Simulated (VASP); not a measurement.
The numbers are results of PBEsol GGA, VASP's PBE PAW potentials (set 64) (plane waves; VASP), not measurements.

The input files of a VASP run:

**INCAR**
```
# general
SYSTEM   =  DyScO3
PREC     =  Accurate
ENCUT    =  520
LREAL    =  .FALSE.
LASPH    =  .TRUE.
ICHARG   =  11

# electronic loop
EDIFF    =  1E-7
NELM     =  100
ALGO     =  Normal
LMAXMIX  =  6

# smearing
ISMEAR   =  0
SIGMA    =  0.05

# functional
GGA      =  PS

# output
LWAVE    =  .FALSE.
LCHARG   =  .FALSE.
LORBIT   =  11
```

### KPOINTS
```
k-points along high-symmetry lines
15
Line-mode
Reciprocal
  0.000000   0.000000   0.000000 ! GAMMA
  0.000000   0.500000   0.000000 ! X

  0.000000   0.500000   0.000000 ! X
  0.500000   0.500000   0.000000 ! M

  0.500000   0.500000   0.000000 ! M
  0.000000   0.000000   0.000000 ! GAMMA

  0.000000   0.000000   0.000000 ! GAMMA
  0.500000   0.500000   0.500000 ! R

  0.500000   0.500000   0.500000 ! R
  0.000000   0.500000   0.000000 ! X

  0.500000   0.500000   0.500000 ! R
  0.500000   0.500000   0.000000 ! M
```

### POSCAR
```
DyScO3
1
    3.9679664267     0.0000000000     0.0000000000
    0.0000000000     3.9679664267     0.0000000000
    0.0000000000     0.0000000000     3.9679664267
Dy Sc O
1 1 3
Direct
  0.0000000000   0.0000000000   0.0000000000
  0.5000000000   0.5000000000   0.5000000000
  0.0000000000   0.5000000000   0.5000000000
  0.5000000000   0.5000000000   0.0000000000
  0.5000000000   0.0000000000   0.5000000000
```

POTCAR, in this order: Dy_3 Sc_sv O (PBE.64 set). Program: vasp_std. Read from the step before: CHGCAR.

Output of the run:

### OSZICAR
```
       N       E                     dE             d eps       ncg     rms          rms(c)
DAV:   1     0.454266142318E+03    0.45427E+03   -0.19001E+04  4180   0.173E+03
DAV:   2     0.332573012762E+02   -0.42101E+03   -0.41663E+03  4148   0.563E+02
DAV:   3    -0.363268358003E+02   -0.69584E+02   -0.67825E+02  6696   0.174E+02
DAV:   4    -0.412413032229E+02   -0.49145E+01   -0.48418E+01  6188   0.438E+01
DAV:   5    -0.414687136699E+02   -0.22741E+00   -0.22721E+00  5925   0.775E+00
DAV:   6    -0.414762726175E+02   -0.75589E-02   -0.75566E-02  6262   0.138E+00
DAV:   7    -0.414765447509E+02   -0.27213E-03   -0.27208E-03  5842   0.219E-01
DAV:   8    -0.414765586073E+02   -0.13856E-04   -0.13856E-04  6338   0.391E-02
DAV:   9    -0.414765590438E+02   -0.43655E-06   -0.43652E-06  4664   0.635E-03
DAV:  10    -0.414765590705E+02   -0.26647E-07   -0.26693E-07  4048   0.166E-03
   1 F= -.41476559E+02 E0= -.41476559E+02  d E =-.455611E-22
```

File OUTCAR:
```
 val. band max:        3.2747487329   @ k =   0.0000   0.0000   0.0000

 cond. band min:       5.6981248204   @ k =   0.0000   0.0000   0.0000



 k-point     1 :       0.0000    0.0000    0.0000
  band No.  band energies     occupation
      1     -42.3924      2.00000
      2     -21.3946      2.00000
      3     -21.3946      2.00000
      4     -21.3946      2.00000
      5     -19.7671      2.00000
      6     -19.7671      2.00000
      7     -19.7671      2.00000
      8     -13.7333      2.00000
      9     -12.8257      2.00000
     10     -12.8257      2.00000
     11       0.8059      2.00000
     12       0.8059      2.00000
     13       0.8059      2.00000
     14       2.0469      2.00000
     15       2.0469      2.00000
     16       2.0469      2.00000
     17       3.2747      2.00000
     18       3.2747      2.00000
     19       3.2747      2.00000
     20       5.6981      0.00000
     21       5.6982      0.00000
     22       6.4987      0.00000
     23       6.5609      0.00000

 k-point     2 :       0.0000    0.0357    0.0000
  band No.  band energies     occupation
      1     -42.3924      2.00000
      2     -21.3985      2.00000
      3     -21.3944      2.00000
      4     -21.3944      2.00000
      5     -19.7696      2.00000
      6     -19.7671      2.00000
      7     -19.7671      2.00000
      8     -13.7246      2.00000
      9     -12.8250      2.00000
     10     -12.8185      2.00000
     11       0.7908      2.00000
     12       0.8034      2.00000
     13       0.8034      2.00000
     14       2.0243      2.00000
     15       2.0310      2.00000
     16       2.0310      2.00000
     17       3.2281      2.00000
     18       3.2699      2.00000
     19       3.2699      2.00000
     20       5.7163      0.00000
     21       5.7307      0.00000
     22       6.5272      0.00000
     23       6.5745      0.00000

 k-point     3 :       0.0000    0.0714    0.0000
  band No.  band energies     occupation
...
```

The 4f electrons are frozen in the core of the lanthanide potential, so 4f levels, which can set the real gap, and their magnetism are missing. The density is held fixed in this step, so its total energy and stress have no physical meaning.

The structure was generated: DyScO3 was put into the cubic-perovskite type (Pm-3m), which need not be its known phase. It was relaxed first, which changed the volume by +7 %.
